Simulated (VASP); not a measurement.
## Ru16N: single point with optB86b-vdW

Slab: Ru16N, a slab with vacuum.

```
Ru N
1.0
     5.40000    0.00000    0.00000
     2.70000    4.67654    0.00000
     0.00000    0.00000   22.91520
Ru N
16 1
Direct
  0.83330 0.33330 0.10910
  0.33330 0.33330 0.10910
  0.83330 0.83330 0.10910
  0.33330 0.83330 0.10910
  0.00000 0.00000 0.20240
  0.50000 0.00000 0.20240
  0.00000 0.50000 0.20240
  0.50000 0.50000 0.20240
  0.83560 0.33230 0.29490
  0.33220 0.33220 0.29480
  0.83330 0.83330 0.29400
  0.33220 0.83560 0.29490
  0.99340 0.99330 0.39030
  0.51300 0.99360 0.39030
  0.99340 0.51320 0.39030
  0.50000 0.50010 0.38430
  0.16640 0.16660 0.43600
```

The cell was built by a generator and needn't be a form met in nature.

```json
{
 "Program": "VASP 6.6.1",
 "Task": "single point",
 "Functional": "optB86b-vdW",
 "Potentials or basis": "VASP PAW PBE potentials, release 64 (Ru_pv, N)",
 "Cutoff": "400 eV",
 "k mesh": "6 × 6 × 1",
 "Occupations": "methfessel-paxton, width 0.1 eV",
 "Spin": "no spin polarisation"
}
```

```yaml
Largest_force: 0.758 eV/Å
Band_gap_on_the_k_mesh: none (metal or under the smearing width)
```

Forces on the atoms (eV/Å):
```
Ru   0.020 -0.011  0.758
Ru  -0.018 -0.010  0.758
Ru   0.001  0.001  0.485
Ru   0.001  0.023  0.758
Ru  -0.068 -0.038 -0.740
Ru   0.065 -0.045 -0.747
Ru  -0.005  0.079 -0.747
Ru   0.004  0.002 -0.714
Ru  -0.013 -0.002  0.034
Ru   0.012  0.008  0.070
Ru   0.002  0.003  0.075
Ru  -0.001 -0.009  0.034
Ru  -0.077 -0.042 -0.035
Ru   0.076 -0.045 -0.036
Ru  -0.001  0.085 -0.034
Ru  -0.004 -0.004  0.019
N    0.007  0.004  0.061
```

Levels at points of the mesh, in eV from the Fermi level:
```csv
k point,band 113,band 114,band 115,band 116,band 117,band 118
"(0.00, 0.00, 0.00)",0.53,0.76,0.89,0.89,1.05,1.05
"(0.50, 0.00, 0.00)",-0.61,-0.39,-0.34,-0.31,-0.13,-0.11
"(0.50, 0.50, 0.00)",-0.61,-0.39,-0.34,-0.31,-0.13,-0.11
"(0.00, 0.50, 0.00)",-0.61,-0.39,-0.34,-0.31,-0.13,-0.11
```

Wall time 15 min on 4 MPI ranks on Intel(R) Xeon(R) 6975P-C (Granite Rapids), with other jobs on the host, peak memory 1.8 GiB a rank.

Caveat: the PAW data sets were made with another functional, which shifts forces and pressure a little.
